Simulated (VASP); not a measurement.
Method: PBE GGA with D3 dispersion (Becke-Johnson damping), VASP's PBE PAW potentials (set 64) (plane waves; VASP).

Input for VASP

### POSCAR
```
SnO monolayer
1.0
  3.8388160113   0.0000000000   0.0000000000
  0.0000000000   3.8388160113   0.0000000000
  0.0000000000   0.0000000000  17.9743645493
Sn O
2 2
direct
  0.5000000000   0.0000000000   0.4370670000
  0.0000000000   0.5000000000   0.5629330000
  0.5000000000   0.5000000000   0.5000000000
  0.0000000000   0.0000000000   0.5000000000
```

INCAR:
```
ALGO = Normal
EDIFF = 1E-5
EDIFFG = -0.03
ENCUT = 500
GGA = PE
IBRION = 2
ISIF = 4
ISMEAR = 0
IVDW = 12
LASPH = .True.
LCHARG = .False.
LMAXMIX = 4
LREAL = .False.
LWAVE = .True.
NELM = 100
NELMIN = 4
NSW = 50
PREC = Normal
SIGMA = 0.05
SYSTEM = SnO monolayer
```

### KPOINTS
```
Automatic mesh
0
Gamma
12 12 1
0 0 0
```

POTCAR, in this order: Sn_d O (PBE.64 set). Program: vasp_std.

The resulting files:

File OUTCAR:
```
 ion  position               nearest neighbor table
   1  0.500  0.000  0.437-   3 2.23   4 2.23   3 2.23   4 2.23   2 3.53   2 3.53   2 3.53   2 3.53
  LATTYP: Found a simple tetragonal cell.
 ALAT       =     3.8388160113
 C/A-ratio  =     4.6822677868
 Subroutine PRICEL returns:
 Original cell was already a primitive cell.
 Subroutine GETGRP returns: Found 16 space group operations
The static configuration has the point symmetry D_2d.
 The point group associated with its full space group is D_4h.
The dynamic configuration has the point symmetry D_2d.
 Subroutine INISYM returns: Found 16 space group operations
 Subroutine IBZKPT returns following result:
 Found     28 irreducible k-points:

 Following reciprocal coordinates:
            Coordinates               Weight
  0.000000  0.000000  0.000000      1.000000
  0.083333  0.000000  0.000000      4.000000
  0.166667  0.000000  0.000000      4.000000
  0.250000  0.000000  0.000000      4.000000
  0.333333  0.000000  0.000000      4.000000
  0.416667  0.000000  0.000000      4.000000
  0.500000  0.000000  0.000000      2.000000
  0.083333  0.083333  0.000000      4.000000
  0.166667  0.083333  0.000000      8.000000
  0.250000  0.083333  0.000000      8.000000
  0.333333  0.083333  0.000000      8.000000
  0.416667  0.083333  0.000000      8.000000
  0.500000  0.083333  0.000000      4.000000
  0.166667  0.166667  0.000000      4.000000
  0.250000  0.166667  0.000000      8.000000
  0.333333  0.166667  0.000000      8.000000
  0.416667  0.166667  0.000000      8.000000
  0.500000  0.166667  0.000000      4.000000
  0.250000  0.250000  0.000000      4.000000
  0.333333  0.250000  0.000000      8.000000
  0.416667  0.250000  0.000000      8.000000
  0.500000  0.250000  0.000000      4.000000
  0.333333  0.333333  0.000000      4.000000
  0.416667  0.333333  0.000000      8.000000
  0.500000  0.333333  0.000000      4.000000
  0.416667  0.416667  0.000000      4.000000
  0.500000  0.416667  0.000000      4.000000
  0.500000  0.500000  0.000000      1.000000
   k-points           NKPTS =     28   k-points in BZ     NKDIM =     28   number of bands    NBANDS=     24
   number of dos      NEDOS =    301   number of ions     NIONS =      4
   total plane-waves  NPLWV =  56448
   dimension x,y,z NGX =    24 NGY =   24 NGZ =   98
   dimension x,y,z NGXF=    48 NGYF=   48 NGZF=  196
   ions per type =               2   2
   PREC   = normal    normal or accurate (medium, high low for compatibility)
   ISTART =      0    job   : 0-new  1-cont  2-samecut
   ICHARG =      2    charge: 1-file 2-atom 10-const
   ISPIN  =      1    spin polarized calculation?
   LNONCOLLINEAR =      F non collinear calculations
   LSORBIT =      F    spin-orbit coupling
   INIWAV =      1    electr: 0-lowe 1-rand  2-diag
   ENCUT  =  500.0 eV  36.75 Ry    6.06 a.u.   7.00  7.00 32.77*2*pi/ulx,y,z
   NELM   =    100;   NELMIN=  4; NELMDL= -5     # of ELM steps
   EDIFF  = 0.1E-04   stopping-criterion for ELM
   LREAL  =      F    real-space projection
   NLSPLINE    = F    spline interpolate recip. space projectors
   LMAXMIX     =    4 max onsite mixed and CHGCAR
   VOSKOWN=      0    Vosko Wilk Nusair interpolation
   EDIFFG = -.3E-01   stopping-criterion for IOM
   NSW    =     50    number of steps for IOM
   NBLOCK =      1;   KBLOCK =     50    inner block; outer block
   IBRION =      2    ionic relax: 0-MD 1-quasi-New 2-CG
   NFREE  =      1    steps in history (QN), initial steepest desc. (CG)
   ISIF   =      4    stress and relaxation
   ISYM   =      2    0-nonsym 1-usesym 2-fastsym
   TEIN   =    0.0    initial temperature
   TEBEG  =    0.0;   TEEND  =   0.0 temperature during run
   SMASS  =  -3.00    Nose mass-parameter (am)
...
```

### OSZICAR
```
       N       E                     dE             d eps       ncg     rms          rms(c)
DAV:   1     0.374006006184E+03    0.37401E+03   -0.18993E+04  1504   0.153E+03
DAV:   2     0.374364059546E+02   -0.33657E+03   -0.33188E+03  1640   0.369E+02
DAV:   3    -0.242802580300E+02   -0.61717E+02   -0.61260E+02  1800   0.174E+02
DAV:   4    -0.265341761264E+02   -0.22539E+01   -0.22522E+01  1584   0.386E+01
DAV:   5    -0.265989144660E+02   -0.64738E-01   -0.64726E-01  1832   0.635E+00    0.120E+01
DAV:   6    -0.225236944952E+02    0.40752E+01   -0.26825E+01  2192   0.522E+01    0.470E+00
DAV:   7    -0.225768005708E+02   -0.53106E-01   -0.24958E+00  1408   0.979E+00    0.287E+00
DAV:   8    -0.225665324992E+02    0.10268E-01   -0.82657E-01  2112   0.731E+00    0.123E+00
DAV:   9    -0.225311817265E+02    0.35351E-01   -0.27098E-01  2168   0.491E+00    0.308E-01
DAV:  10    -0.225369986066E+02   -0.58169E-02   -0.28320E-02  1904   0.143E+00    0.306E-01
DAV:  11    -0.225346497822E+02    0.23488E-02   -0.18020E-02  2008   0.125E+00    0.513E-02
DAV:  12    -0.225349618877E+02   -0.31211E-03   -0.17078E-03  1664   0.312E-01    0.692E-02
DAV:  13    -0.225350149160E+02   -0.53028E-04   -0.39109E-04  1712   0.195E-01    0.194E-02
DAV:  14    -0.225350695099E+02   -0.54594E-04   -0.43418E-05  1672   0.612E-02    0.128E-02
DAV:  15    -0.225351377988E+02   -0.68289E-04   -0.29003E-05  1096   0.497E-02    0.651E-03
DAV:  16    -0.225351871764E+02   -0.49378E-04   -0.14043E-05  1240   0.201E-02    0.664E-03
DAV:  17    -0.225352035434E+02   -0.16367E-04   -0.25651E-06  1216   0.132E-02    0.288E-03
DAV:  18    -0.225352394748E+02   -0.35931E-04   -0.41749E-06  1160   0.143E-02    0.244E-03
DAV:  19    -0.225352499307E+02   -0.10456E-04   -0.90238E-07  1152   0.799E-03    0.136E-03
DAV:  20    -0.225352596371E+02   -0.97064E-05   -0.70106E-07  1072   0.542E-03
   1 F= -.23083274E+02 E0= -.23083274E+02  d E =-.230833E+02
       N       E                     dE             d eps       ncg     rms          rms(c)
DAV:   1    -0.225587308884E+02   -0.23481E-01   -0.19806E+01  1568   0.292E+01    0.139E+00
DAV:   2    -0.225928143312E+02   -0.34083E-01   -0.75476E-01  2128   0.834E+00    0.717E-01
DAV:   3    -0.225842605715E+02    0.85538E-02   -0.23059E-02  1816   0.121E+00    0.427E-01
DAV:   4    -0.225797764727E+02    0.44841E-02   -0.12419E-02  1880   0.889E-01    0.833E-02
DAV:   5    -0.225797981870E+02   -0.21714E-04   -0.24390E-03  1832   0.502E-01    0.467E-02
DAV:   6    -0.225797592014E+02    0.38986E-04   -0.14069E-04  1768   0.122E-01    0.264E-02
DAV:   7    -0.225797430815E+02    0.16120E-04   -0.98134E-05  1568   0.697E-02    0.989E-03
DAV:   8    -0.225798075870E+02   -0.64506E-04   -0.53190E-05  1032   0.396E-02    0.558E-03
DAV:   9    -0.225798694785E+02   -0.61891E-04   -0.23460E-05  1056   0.200E-02    0.355E-03
DAV:  10    -0.225799108371E+02   -0.41359E-04   -0.59273E-06  1104   0.132E-02    0.140E-03
DAV:  11    -0.225799225503E+02   -0.11713E-04   -0.22782E-06  1192   0.659E-03    0.118E-03
DAV:  12    -0.225799364062E+02   -0.13856E-04   -0.19794E-06  1176   0.524E-03    0.769E-04
DAV:  13    -0.225799425392E+02   -0.61330E-05   -0.31620E-07  1160   0.422E-03
   2 F= -.23128813E+02 E0= -.23128813E+02  d E =-.455392E-01
```

OUTCAR:
```
------------------------ aborting loop because EDIFF is reached ----------------------------------------
 Edisp (eV)   -0.54887
  FORCE on cell =-STRESS in cart. coord.  units (eV):
  Direction    XX          YY          ZZ          XY          YZ          ZX
  --------------------------------------------------------------------------------------
  Total      -0.03687    -0.03687    -0.04982     0.00000     0.00000    -0.00000
  in kB      -0.22299    -0.22299    -0.30136     0.00000     0.00000    -0.00000
  external pressure =       -0.25 kB  Pullay stress =        0.00 kB
  volume of cell :      264.88
      direct lattice vectors                 reciprocal lattice vectors
     3.821927251  0.000000000  0.000000000     0.261648099  0.000000000  0.000000000
     0.000000000  3.821927251  0.000000000     0.000000000  0.261648099  0.000000000
     0.000000000 -0.000000000 18.133569801     0.000000000 -0.000000000  0.055146340
 POSITION                                       TOTAL-FORCE (eV/Angst)
 -----------------------------------------------------------------------------------
      1.91096     -0.00000      7.88146        -0.000000      0.000000     -0.013777
      0.00000      1.91096     10.25211         0.000000     -0.000000      0.013777
      1.91096      1.91096      9.06678         0.000000      0.000000      0.000000
      0.00000     -0.00000      9.06678        -0.000000      0.000000      0.000000
 -----------------------------------------------------------------------------------
    total drift:                                0.000000      0.000000     -0.000000
  FREE ENERGIE OF THE ION-ELECTRON SYSTEM (eV)
  ---------------------------------------------------
  free  energy   TOTEN  =       -23.1288132582 eV

  energy  without entropy=      -23.1288132582  energy(sigma->0) =      -23.12881326

 reached required accuracy - stopping structural energy minimisation
```
(Selected blocks of OUTCAR.)

### CONTCAR
```
SnO monolayer
   1.00000000000000
     3.8219272511487623    0.0000000000000000    0.0000000000000000
     0.0000000000000000    3.8219272511487623    0.0000000000000000
     0.0000000000000000   -0.0000000000000000   18.1335698008227055
  Sn              O
     2     2
Direct
     0.5000000000000000    0.0000000000000000    0.4346334319045240
     0.0000000000000000    0.5000000000000000    0.5653665680954759
     0.5000000000000000    0.5000000000000000    0.5000000000000000
     0.0000000000000000    0.0000000000000000    0.5000000000000000
```

The cell is a sheet with vacuum, built from SnO (litharge).
